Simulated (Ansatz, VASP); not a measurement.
# Cross-check of Ge (Germanium) between VASP and Ansatz, part 5 of 5

One calculation is typed for both programs; each brings its own data sets. How far apart do they land? The structure shown is the end of the Ansatz relaxation below.

VASP 6.6.1 and Ansatz 0.2.0.

So far. Step 6 (VASP: single point, PBEsol, pair 2): The run ends at a pressure of 4.65 GPa, with forces up to 6.7e-4 eV/Å.

### 9. VASP: single point, PBEsol, pair 3

Level of this step: PBEsol; plane waves and PAW (Ge_d) (VASP).

The same cell, functional, mesh and smearing now go to VASP, with its own data sets.

Contents of INCAR:

```
SYSTEM = Ge
PREC = Accurate
ENCUT = 500
EDIFF = 1E-06
NELM = 120
ISMEAR = 0
SIGMA = 0.015
LREAL = .FALSE.
ALGO = Normal
GGA = PS
NBANDS = 20
LORBIT = 11
LWAVE = .FALSE.
LCHARG = .FALSE.
ISIF = 2
ISYM = 2
LASPH = .TRUE.
GGA_COMPAT = .FALSE.
KPAR = 2
```

Contents of POSCAR:

```
Ge
1.0
   -0.0006275613      2.8748018420      2.8748018420
    2.8748018420     -0.0006275613      2.8748018420
    2.8748018420      2.8748018420     -0.0006275613
Ge
2
Direct
    0.4999453971      0.4999453971      0.4999453971
    0.7500546029      0.7500546029      0.7500546029
```

Contents of KPOINTS:

```
Points of the shifted mesh
1728
Reciprocal
 0.0416666667  0.0416666667  0.0416666667 1
 0.0416666667  0.0416666667  0.1250000000 1
 0.0416666667  0.0416666667  0.2083333333 1
 0.0416666667  0.0416666667  0.2916666667 1
 0.0416666667  0.0416666667  0.3750000000 1
 0.0416666667  0.0416666667  0.4583333333 1
 0.0416666667  0.0416666667  0.5416666667 1
 0.0416666667  0.0416666667  0.6250000000 1
 0.0416666667  0.0416666667  0.7083333333 1
 0.0416666667  0.0416666667  0.7916666667 1
 0.0416666667  0.0416666667  0.8750000000 1
 0.0416666667  0.0416666667  0.9583333333 1
 0.0416666667  0.1250000000  0.0416666667 1
 0.0416666667  0.1250000000  0.1250000000 1
 0.0416666667  0.1250000000  0.2083333333 1
 0.0416666667  0.1250000000  0.2916666667 1
 0.0416666667  0.1250000000  0.3750000000 1
 0.0416666667  0.1250000000  0.4583333333 1
 0.0416666667  0.1250000000  0.5416666667 1
 0.0416666667  0.1250000000  0.6250000000 1
 0.0416666667  0.1250000000  0.7083333333 1
 0.0416666667  0.1250000000  0.7916666667 1
 0.0416666667  0.1250000000  0.8750000000 1
 0.0416666667  0.1250000000  0.9583333333 1
 0.0416666667  0.2083333333  0.0416666667 1
 0.0416666667  0.2083333333  0.1250000000 1
 0.0416666667  0.2083333333  0.2083333333 1
 0.0416666667  0.2083333333  0.2916666667 1
 0.0416666667  0.2083333333  0.3750000000 1
 0.0416666667  0.2083333333  0.4583333333 1
 0.0416666667  0.2083333333  0.5416666667 1
 0.0416666667  0.2083333333  0.6250000000 1
 0.0416666667  0.2083333333  0.7083333333 1
 0.0416666667  0.2083333333  0.7916666667 1
 0.0416666667  0.2083333333  0.8750000000 1
 0.0416666667  0.2083333333  0.9583333333 1
 0.0416666667  0.2916666667  0.0416666667 1
 0.0416666667  0.2916666667  0.1250000000 1
 0.0416666667  0.2916666667  0.2083333333 1
 0.0416666667  0.2916666667  0.2916666667 1
 0.0416666667  0.2916666667  0.3750000000 1
 0.0416666667  0.2916666667  0.4583333333 1
 0.0416666667  0.2916666667  0.5416666667 1
 0.0416666667  0.2916666667  0.6250000000 1
 0.0416666667  0.2916666667  0.7083333333 1
 0.0416666667  0.2916666667  0.7916666667 1
 0.0416666667  0.2916666667  0.8750000000 1
 0.0416666667  0.2916666667  0.9583333333 1
 0.0416666667  0.3750000000  0.0416666667 1
 0.0416666667  0.3750000000  0.1250000000 1
 0.0416666667  0.3750000000  0.2083333333 1
 0.0416666667  0.3750000000  0.2916666667 1
 0.0416666667  0.3750000000  0.3750000000 1
 0.0416666667  0.3750000000  0.4583333333 1
 0.0416666667  0.3750000000  0.5416666667 1
 0.0416666667  0.3750000000  0.6250000000 1
 0.0416666667  0.3750000000  0.7083333333 1
 0.0416666667  0.3750000000  0.7916666667 1
 0.0416666667  0.3750000000  0.8750000000 1
 0.0416666667  0.3750000000  0.9583333333 1
 0.0416666667  0.4583333333  0.0416666667 1
 0.0416666667  0.4583333333  0.1250000000 1
 0.0416666667  0.4583333333  0.2083333333 1
 0.0416666667  0.4583333333  0.2916666667 1
 0.0416666667  0.4583333333  0.3750000000 1
 0.0416666667  0.4583333333  0.4583333333 1
 0.0416666667  0.4583333333  0.5416666667 1
 0.0416666667  0.4583333333  0.6250000000 1
 0.0416666667  0.4583333333  0.7083333333 1
 0.0416666667  0.4583333333  0.7916666667 1
 0.0416666667  0.4583333333  0.8750000000 1
 0.0416666667  0.4583333333  0.9583333333 1
 0.0416666667  0.5416666667  0.0416666667 1
 0.0416666667  0.5416666667  0.1250000000 1
 0.0416666667  0.5416666667  0.2083333333 1
 0.0416666667  0.5416666667  0.2916666667 1
 0.0416666667  0.5416666667  0.3750000000 1
 0.0416666667  0.5416666667  0.4583333333 1
 0.0416666667  0.5416666667  0.5416666667 1
 0.0416666667  0.5416666667  0.6250000000 1
 0.0416666667  0.5416666667  0.7083333333 1
 0.0416666667  0.5416666667  0.7916666667 1
 0.0416666667  0.5416666667  0.8750000000 1
 0.0416666667  0.5416666667  0.9583333333 1
 0.0416666667  0.6250000000  0.0416666667 1
 0.0416666667  0.6250000000  0.1250000000 1
 0.0416666667  0.6250000000  0.2083333333 1
 0.0416666667  0.6250000000  0.2916666667 1
 0.0416666667  0.6250000000  0.3750000000 1
 0.0416666667  0.6250000000  0.4583333333 1
 0.0416666667  0.6250000000  0.5416666667 1
 0.0416666667  0.6250000000  0.6250000000 1
 0.0416666667  0.6250000000  0.7083333333 1
 0.0416666667  0.6250000000  0.7916666667 1
 0.0416666667  0.6250000000  0.8750000000 1
 0.0416666667  0.6250000000  0.9583333333 1
 0.0416666667  0.7083333333  0.0416666667 1
 0.0416666667  0.7083333333  0.1250000000 1
 0.0416666667  0.7083333333  0.2083333333 1
 0.0416666667  0.7083333333  0.2916666667 1
 0.0416666667  0.7083333333  0.3750000000 1
 0.0416666667  0.7083333333  0.4583333333 1
 0.0416666667  0.7083333333  0.5416666667 1
 0.0416666667  0.7083333333  0.6250000000 1
 0.0416666667  0.7083333333  0.7083333333 1
 0.0416666667  0.7083333333  0.7916666667 1
 0.0416666667  0.7083333333  0.8750000000 1
 0.0416666667  0.7083333333  0.9583333333 1
 0.0416666667  0.7916666667  0.0416666667 1
 0.0416666667  0.7916666667  0.1250000000 1
 0.0416666667  0.7916666667  0.2083333333 1
 0.0416666667  0.7916666667  0.2916666667 1
[... 1390 lines left out ...]
 0.8750000000  0.4583333333  0.1250000000 1
 0.8750000000  0.4583333333  0.2083333333 1
 0.8750000000  0.4583333333  0.2916666667 1
 0.8750000000  0.4583333333  0.3750000000 1
 0.8750000000  0.4583333333  0.4583333333 1
 0.8750000000  0.4583333333  0.5416666667 1
 0.8750000000  0.4583333333  0.6250000000 1
 0.8750000000  0.4583333333  0.7083333333 1
 0.8750000000  0.4583333333  0.7916666667 1
 0.8750000000  0.4583333333  0.8750000000 1
 0.8750000000  0.4583333333  0.9583333333 1
 0.8750000000  0.5416666667  0.0416666667 1
 0.8750000000  0.5416666667  0.1250000000 1
 0.8750000000  0.5416666667  0.2083333333 1
 0.8750000000  0.5416666667  0.2916666667 1
 0.8750000000  0.5416666667  0.3750000000 1
 0.8750000000  0.5416666667  0.4583333333 1
 0.8750000000  0.5416666667  0.5416666667 1
 0.8750000000  0.5416666667  0.6250000000 1
 0.8750000000  0.5416666667  0.7083333333 1
 0.8750000000  0.5416666667  0.7916666667 1
 0.8750000000  0.5416666667  0.8750000000 1
 0.8750000000  0.5416666667  0.9583333333 1
 0.8750000000  0.6250000000  0.0416666667 1
 0.8750000000  0.6250000000  0.1250000000 1
 0.8750000000  0.6250000000  0.2083333333 1
 0.8750000000  0.6250000000  0.2916666667 1
 0.8750000000  0.6250000000  0.3750000000 1
 0.8750000000  0.6250000000  0.4583333333 1
 0.8750000000  0.6250000000  0.5416666667 1
 0.8750000000  0.6250000000  0.6250000000 1
 0.8750000000  0.6250000000  0.7083333333 1
 0.8750000000  0.6250000000  0.7916666667 1
 0.8750000000  0.6250000000  0.8750000000 1
 0.8750000000  0.6250000000  0.9583333333 1
 0.8750000000  0.7083333333  0.0416666667 1
 0.8750000000  0.7083333333  0.1250000000 1
 0.8750000000  0.7083333333  0.2083333333 1
 0.8750000000  0.7083333333  0.2916666667 1
 0.8750000000  0.7083333333  0.3750000000 1
 0.8750000000  0.7083333333  0.4583333333 1
 0.8750000000  0.7083333333  0.5416666667 1
 0.8750000000  0.7083333333  0.6250000000 1
 0.8750000000  0.7083333333  0.7083333333 1
 0.8750000000  0.7083333333  0.7916666667 1
 0.8750000000  0.7083333333  0.8750000000 1
 0.8750000000  0.7083333333  0.9583333333 1
 0.8750000000  0.7916666667  0.0416666667 1
 0.8750000000  0.7916666667  0.1250000000 1
 0.8750000000  0.7916666667  0.2083333333 1
 0.8750000000  0.7916666667  0.2916666667 1
 0.8750000000  0.7916666667  0.3750000000 1
 0.8750000000  0.7916666667  0.4583333333 1
 0.8750000000  0.7916666667  0.5416666667 1
 0.8750000000  0.7916666667  0.6250000000 1
 0.8750000000  0.7916666667  0.7083333333 1
 0.8750000000  0.7916666667  0.7916666667 1
 0.8750000000  0.7916666667  0.8750000000 1
 0.8750000000  0.7916666667  0.9583333333 1
 0.8750000000  0.8750000000  0.0416666667 1
 0.8750000000  0.8750000000  0.1250000000 1
 0.8750000000  0.8750000000  0.2083333333 1
 0.8750000000  0.8750000000  0.2916666667 1
 0.8750000000  0.8750000000  0.3750000000 1
 0.8750000000  0.8750000000  0.4583333333 1
 0.8750000000  0.8750000000  0.5416666667 1
 0.8750000000  0.8750000000  0.6250000000 1
 0.8750000000  0.8750000000  0.7083333333 1
 0.8750000000  0.8750000000  0.7916666667 1
 0.8750000000  0.8750000000  0.8750000000 1
 0.8750000000  0.8750000000  0.9583333333 1
 0.8750000000  0.9583333333  0.0416666667 1
 0.8750000000  0.9583333333  0.1250000000 1
 0.8750000000  0.9583333333  0.2083333333 1
 0.8750000000  0.9583333333  0.2916666667 1
 0.8750000000  0.9583333333  0.3750000000 1
 0.8750000000  0.9583333333  0.4583333333 1
 0.8750000000  0.9583333333  0.5416666667 1
 0.8750000000  0.9583333333  0.6250000000 1
 0.8750000000  0.9583333333  0.7083333333 1
 0.8750000000  0.9583333333  0.7916666667 1
 0.8750000000  0.9583333333  0.8750000000 1
 0.8750000000  0.9583333333  0.9583333333 1
 0.9583333333  0.0416666667  0.0416666667 1
 0.9583333333  0.0416666667  0.1250000000 1
 0.9583333333  0.0416666667  0.2083333333 1
 0.9583333333  0.0416666667  0.2916666667 1
 0.9583333333  0.0416666667  0.3750000000 1
 0.9583333333  0.0416666667  0.4583333333 1
 0.9583333333  0.0416666667  0.5416666667 1
 0.9583333333  0.0416666667  0.6250000000 1
 0.9583333333  0.0416666667  0.7083333333 1
 0.9583333333  0.0416666667  0.7916666667 1
 0.9583333333  0.0416666667  0.8750000000 1
 0.9583333333  0.0416666667  0.9583333333 1
 0.9583333333  0.1250000000  0.0416666667 1
 0.9583333333  0.1250000000  0.1250000000 1
 0.9583333333  0.1250000000  0.2083333333 1
 0.9583333333  0.1250000000  0.2916666667 1
 0.9583333333  0.1250000000  0.3750000000 1
 0.9583333333  0.1250000000  0.4583333333 1
 0.9583333333  0.1250000000  0.5416666667 1
 0.9583333333  0.1250000000  0.6250000000 1
 0.9583333333  0.1250000000  0.7083333333 1
 0.9583333333  0.1250000000  0.7916666667 1
 0.9583333333  0.1250000000  0.8750000000 1
 0.9583333333  0.1250000000  0.9583333333 1
 0.9583333333  0.2083333333  0.0416666667 1
 0.9583333333  0.2083333333  0.1250000000 1
 0.9583333333  0.2083333333  0.2083333333 1
 0.9583333333  0.2083333333  0.2916666667 1
 0.9583333333  0.2083333333  0.3750000000 1
 0.9583333333  0.2083333333  0.4583333333 1
 0.9583333333  0.2083333333  0.5416666667 1
 0.9583333333  0.2083333333  0.6250000000 1
 0.9583333333  0.2083333333  0.7083333333 1
 0.9583333333  0.2083333333  0.7916666667 1
 0.9583333333  0.2083333333  0.8750000000 1
 0.9583333333  0.2083333333  0.9583333333 1
 0.9583333333  0.2916666667  0.0416666667 1
 0.9583333333  0.2916666667  0.1250000000 1
 0.9583333333  0.2916666667  0.2083333333 1
 0.9583333333  0.2916666667  0.2916666667 1
 0.9583333333  0.2916666667  0.3750000000 1
 0.9583333333  0.2916666667  0.4583333333 1
 0.9583333333  0.2916666667  0.5416666667 1
 0.9583333333  0.2916666667  0.6250000000 1
 0.9583333333  0.2916666667  0.7083333333 1
 0.9583333333  0.2916666667  0.7916666667 1
 0.9583333333  0.2916666667  0.8750000000 1
 0.9583333333  0.2916666667  0.9583333333 1
 0.9583333333  0.3750000000  0.0416666667 1
 0.9583333333  0.3750000000  0.1250000000 1
 0.9583333333  0.3750000000  0.2083333333 1
 0.9583333333  0.3750000000  0.2916666667 1
 0.9583333333  0.3750000000  0.3750000000 1
 0.9583333333  0.3750000000  0.4583333333 1
 0.9583333333  0.3750000000  0.5416666667 1
 0.9583333333  0.3750000000  0.6250000000 1
 0.9583333333  0.3750000000  0.7083333333 1
 0.9583333333  0.3750000000  0.7916666667 1
 0.9583333333  0.3750000000  0.8750000000 1
 0.9583333333  0.3750000000  0.9583333333 1
 0.9583333333  0.4583333333  0.0416666667 1
 0.9583333333  0.4583333333  0.1250000000 1
 0.9583333333  0.4583333333  0.2083333333 1
 0.9583333333  0.4583333333  0.2916666667 1
 0.9583333333  0.4583333333  0.3750000000 1
 0.9583333333  0.4583333333  0.4583333333 1
 0.9583333333  0.4583333333  0.5416666667 1
 0.9583333333  0.4583333333  0.6250000000 1
 0.9583333333  0.4583333333  0.7083333333 1
 0.9583333333  0.4583333333  0.7916666667 1
 0.9583333333  0.4583333333  0.8750000000 1
 0.9583333333  0.4583333333  0.9583333333 1
 0.9583333333  0.5416666667  0.0416666667 1
 0.9583333333  0.5416666667  0.1250000000 1
 0.9583333333  0.5416666667  0.2083333333 1
 0.9583333333  0.5416666667  0.2916666667 1
 0.9583333333  0.5416666667  0.3750000000 1
 0.9583333333  0.5416666667  0.4583333333 1
 0.9583333333  0.5416666667  0.5416666667 1
 0.9583333333  0.5416666667  0.6250000000 1
 0.9583333333  0.5416666667  0.7083333333 1
 0.9583333333  0.5416666667  0.7916666667 1
 0.9583333333  0.5416666667  0.8750000000 1
 0.9583333333  0.5416666667  0.9583333333 1
 0.9583333333  0.6250000000  0.0416666667 1
 0.9583333333  0.6250000000  0.1250000000 1
 0.9583333333  0.6250000000  0.2083333333 1
 0.9583333333  0.6250000000  0.2916666667 1
 0.9583333333  0.6250000000  0.3750000000 1
 0.9583333333  0.6250000000  0.4583333333 1
 0.9583333333  0.6250000000  0.5416666667 1
 0.9583333333  0.6250000000  0.6250000000 1
 0.9583333333  0.6250000000  0.7083333333 1
 0.9583333333  0.6250000000  0.7916666667 1
 0.9583333333  0.6250000000  0.8750000000 1
 0.9583333333  0.6250000000  0.9583333333 1
 0.9583333333  0.7083333333  0.0416666667 1
 0.9583333333  0.7083333333  0.1250000000 1
 0.9583333333  0.7083333333  0.2083333333 1
 0.9583333333  0.7083333333  0.2916666667 1
 0.9583333333  0.7083333333  0.3750000000 1
 0.9583333333  0.7083333333  0.4583333333 1
 0.9583333333  0.7083333333  0.5416666667 1
 0.9583333333  0.7083333333  0.6250000000 1
 0.9583333333  0.7083333333  0.7083333333 1
 0.9583333333  0.7083333333  0.7916666667 1
 0.9583333333  0.7083333333  0.8750000000 1
 0.9583333333  0.7083333333  0.9583333333 1
 0.9583333333  0.7916666667  0.0416666667 1
 0.9583333333  0.7916666667  0.1250000000 1
 0.9583333333  0.7916666667  0.2083333333 1
 0.9583333333  0.7916666667  0.2916666667 1
 0.9583333333  0.7916666667  0.3750000000 1
 0.9583333333  0.7916666667  0.4583333333 1
 0.9583333333  0.7916666667  0.5416666667 1
 0.9583333333  0.7916666667  0.6250000000 1
 0.9583333333  0.7916666667  0.7083333333 1
 0.9583333333  0.7916666667  0.7916666667 1
 0.9583333333  0.7916666667  0.8750000000 1
 0.9583333333  0.7916666667  0.9583333333 1
 0.9583333333  0.8750000000  0.0416666667 1
 0.9583333333  0.8750000000  0.1250000000 1
 0.9583333333  0.8750000000  0.2083333333 1
 0.9583333333  0.8750000000  0.2916666667 1
 0.9583333333  0.8750000000  0.3750000000 1
 0.9583333333  0.8750000000  0.4583333333 1
 0.9583333333  0.8750000000  0.5416666667 1
 0.9583333333  0.8750000000  0.6250000000 1
 0.9583333333  0.8750000000  0.7083333333 1
 0.9583333333  0.8750000000  0.7916666667 1
 0.9583333333  0.8750000000  0.8750000000 1
 0.9583333333  0.8750000000  0.9583333333 1
 0.9583333333  0.9583333333  0.0416666667 1
 0.9583333333  0.9583333333  0.1250000000 1
 0.9583333333  0.9583333333  0.2083333333 1
 0.9583333333  0.9583333333  0.2916666667 1
 0.9583333333  0.9583333333  0.3750000000 1
 0.9583333333  0.9583333333  0.4583333333 1
 0.9583333333  0.9583333333  0.5416666667 1
 0.9583333333  0.9583333333  0.6250000000 1
 0.9583333333  0.9583333333  0.7083333333 1
 0.9583333333  0.9583333333  0.7916666667 1
 0.9583333333  0.9583333333  0.8750000000 1
 0.9583333333  0.9583333333  0.9583333333 1
```

PAW data sets: Ge_d (PBE family, release 64).

Run with:

```console
$ mpirun -np 2 vasp_std
```

Numbers of over 12 decimals in the logs are rounded to 6 here.

The program printed:

```text
[... set-up lines as in an earlier step ...]
 entering main loop
       N       E                     dE             d eps       ncg     rms          rms(c)
DAV:   1     0.183679482793E+03    0.18368E+03   -0.14686E+04 73956   0.368E+03
DAV:   2     0.161609979366E+02   -0.16752E+03   -0.16321E+03 69244   0.588E+02
DAV:   3    -0.914728415648E+01   -0.25308E+02   -0.25125E+02 78208   0.145E+02
DAV:   4    -0.997776448306E+01   -0.83048E+00   -0.82986E+00 77988   0.309E+01
[...]
DAV:  10    -0.986013923906E+01   -0.17316E-04   -0.23292E-05 88388   0.399E-02    0.539E-03
DAV:  11    -0.986014033332E+01   -0.10943E-05   -0.53393E-06 91908   0.370E-02    0.145E-03
DAV:  12    -0.986013991385E+01    0.41948E-06   -0.86380E-07 45780   0.191E-02
   1 F= -.98601399E+01 E0= -.98601359E+01  d E =-.812336E-05
```

OUTCAR, selected parts (step 9):

```text
  Total       -0.7567913     -0.7567913     -0.7567913      0.0001476      0.0001476      0.0001476
  in kB      -25.5088435    -25.5088435    -25.5088435      0.0049765      0.0049765      0.0049765
  external PRESSURE =     -25.5088435 kB  Pullay stress =       0.0000000 kB

 POSITION                                       TOTAL-FORCE (eV/Angst)
 -----------------------------------------------------------------------------------
      2.87417      2.87417      2.87417         0.000222      0.000222      0.000222
      4.31205      4.31205      4.31205        -0.000222     -0.000222     -0.000222
 -----------------------------------------------------------------------------------
    total drift:                                0.000000      0.000000      0.000000

  FREE ENERGIE OF THE ION-ELECTRON SYSTEM (eV)
  ---------------------------------------------------
  free  energy   TOTEN  =        -9.8601399138 eV

  energy  without entropy=       -9.8601317905  energy(sigma->0) =       -9.86013585

[... 1 part as in an earlier step ...]

[... 2 further parts left out ...]
[key lines of the parts left out:]
E-fermi :   4.3735
```

The run ends at a pressure of -2.55 GPa, with forces up to 3.8e-4 eV/Å.

### 10. Side by side

The two programs side by side:

```
              quantity  Ansatz   VASP  difference
        pressure (GPa)   -2.41  -2.55       +0.14
gap on the k mesh (eV)   0.029  0.033      -0.004
```

A gap on the mesh is an upper bound, since the band edges may lie between its points.

### 11. Summary of results

```yaml
difference_in_gap_on_the_k_mesh_single_point_pbesol_pair_1: -0.0064 eV
difference_in_gap_on_the_k_mesh_single_point_pbesol_pair_2: -0.0062 eV
difference_in_gap_on_the_k_mesh_single_point_pbesol_pair_3: -0.0045 eV
```

The difference in gap on the k mesh is -0.0064 eV (single point, PBEsol, pair 1), within the 0.08 eV picked in this series as the mark of a large difference. 1 further run of this series is not shown here. How closely two codes agree says nothing of how well the functional describes the real material.

[Lines on the potential files, build, host, timing and source positions are cut from VASP's logs without a mark.]

[Logs are printed without paths, hosts, clocks, repeated set-up lines and the standing remarks that a program may print on its own settings, such as how far it seeks lower states.]

[Hosts, paths, dates, database ids (printed as entryN), source tags and the programs' standing remarks are cut or masked in the printed files.]
